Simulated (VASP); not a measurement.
Set up this calculation in VASP 6.6.1, as the native input.

* Task: single point
* Functional: PBEsol
* Potentials or basis: VASP PAW PBE potentials, release 64 (Tc_pv, Se)
* Cutoff: 520 eV
* k mesh: 5 × 5 × 5
* Occupations: gaussian, width 0.05 eV
* Spin: collinear spin, ferromagnetic start
* Starting moments: [0.5, 0.0, 0.0] μB
* Fixed moment: 1 μB
* Hubbard terms: Tc d U = 3 eV
* Further INCAR settings: ALGO = Normal; EDIFF = 1e-07; NBANDS = 24

The structure of TcSe2 lies in POSCAR:

```
TcSe2
1.0
    0.0000000000      3.1457489900      3.1457489900
    3.1457489900      0.0000000000      3.1457489900
    3.1457489900      3.1457489900      0.0000000000
Tc Se
1 2
Direct
    0.0000000000      0.0000000000      0.0000000000
    0.2500000000      0.2500000000      0.2500000000
    0.7500000000      0.7500000000      0.7500000000
```

The cell comes from a database or a generator and needn't be the stable form of this composition.

One way to write it, as run:

INCAR

```
  ALGO = Normal
  EDIFF = 1E-7
  ENCUT = 520
  GGA = PS
  ISIF = 2
  ISMEAR = 0
  ISPIN = 2
  LASPH = T
  LCHARG = T
  LDAU = T
  LDAUJ = 0 0
  LDAUL = 2 -1
  LDAUPRINT = 1
  LDAUTYPE = 2
  LDAUU = 3 0
  LELF = T
  LMAXMIX = 4
  LORBIT = 11
  LREAL = F
  LVHAR = T
  LWAVE = F
  MAGMOM = 0.5 0 0
  NBANDS = 24
  NELM = 80
  NUPDOWN = 1
  PREC = Accurate
  SIGMA = 0.05
```

KPOINTS

```
k-points
0
Gamma
  5 5 5
```

Potentials or basis: VASP PAW PBE potentials, release 64 (Tc_pv, Se).

Command:

```sh
$ cat potpaw_PBE.64/Tc_pv/POTCAR potpaw_PBE.64/Se/POTCAR > POTCAR
$ mpirun -np 1 vasp_std > vasp.out
```

It gave:

| Quantity | Value |
| --- | --- |
| Pressure | -11.3 GPa |
| Net moment | 1.00 μB per cell |
| Site moments | Tc +1.10; Se -0.05 μB |
| Valence electrons inside the program's atomic spheres | Tc 11.61; Se 3.74 |

Caveat: the PAW data sets were made with another functional, which shifts forces and pressure a little; the total moment is fixed, so each spin has its own Fermi level.

Wall time 2.4 min on 1 thread of AMD EPYC 7571 (shared host), peak memory 0.21 GiB.
